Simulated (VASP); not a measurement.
The input files of a VASP run:

File KPOINTS:
```
kpoints
0
G
  9 9 5
```

### POSCAR
```
ZnO
1.0
  2.9846327003   0.0000000000   0.0000000000
 -1.4923163501   2.5847681640   0.0000000000
  0.0000000000   0.0000000000   5.1289895271
Zn O
2 2
Direct
  0.0000000000   0.0000000000   0.0000000000
  0.0000000000   0.0000000000   0.5000000000
  0.3333330000   0.6666670000   0.2500000000
  0.6666670000   0.3333330000   0.7500000000
```

**INCAR**
```
LREAL  =  F   # projection in real space or not
PREC  =  Accurate
GGA  =  PS   # PBEsol
SIGMA  =  0.05   # width (eV)
EDIFFG  =  -0.02
LMAXMIX  =  4   # l cut-off of mixed one-centre charges
LWAVE  =  F
SYSTEM  =  ZnO
ALGO  =  Normal   # blocked Davidson
EDIFF  =  1E-6
NSW  =  40
IBRION  =  2
ENCUT  =  620   # plane-wave cut-off (eV)
ISMEAR  =  0
LASPH  =  T   # aspherical one-centre terms
ISIF  =  3
LCHARG  =  F
NELM  =  100
```

POTCAR, in this order: Zn O (PBE.64 set). Program: vasp_std.

Write an equivalent input for Ansatz.

One equivalent input (not run):
Ansatz 0.2 input:
```yaml
crystal:
  lattice:
    - [2.9846327, 0.0000000, 0.0000000]
    - [-1.4923164, 2.5847682, 0.0000000]
    - [0.0000000, 0.0000000, 5.1289895]
  atoms:
    - { symbol: Zn, position: [0.0000000, 0.0000000, 0.0000000] }
    - { symbol: Zn, position: [0.0000000, 0.0000000, 0.5000000] }
    - { symbol: O, position: [0.3333330, 0.6666670, 0.2500000] }
    - { symbol: O, position: [0.6666670, 0.3333330, 0.7500000] }
kpoints:
  mp_grid: { grid: [9, 9, 5] }
hamiltonian:
  xc: pbesol
  pseudopotentials: { kind: paw }
scf:
  occupations: { method: gaussian, width: 0.05 }
  max_iter: 100
relax:
  max_steps: 40
  f_tol: 0.02
  cell: {}
output: { forces: true, stress: true, eigenvalues: true }
```
The two are equivalent in intent, not identical: each code has its own PAW files, so the cut-off isn't converted (ENCUT is set for VASP's; basis.ecutwfc is left out, and Ansatz then takes the one that its files recommend); Ansatz stops its SCF on the density residual and VASP on the energy change (EDIFF).

The structure was generated: ZnO was put into the NiAs type type (P6_3/mmc), which need not be its known phase. This run relaxes it. Symmetry was kept, so distortions that lower it aren't found.
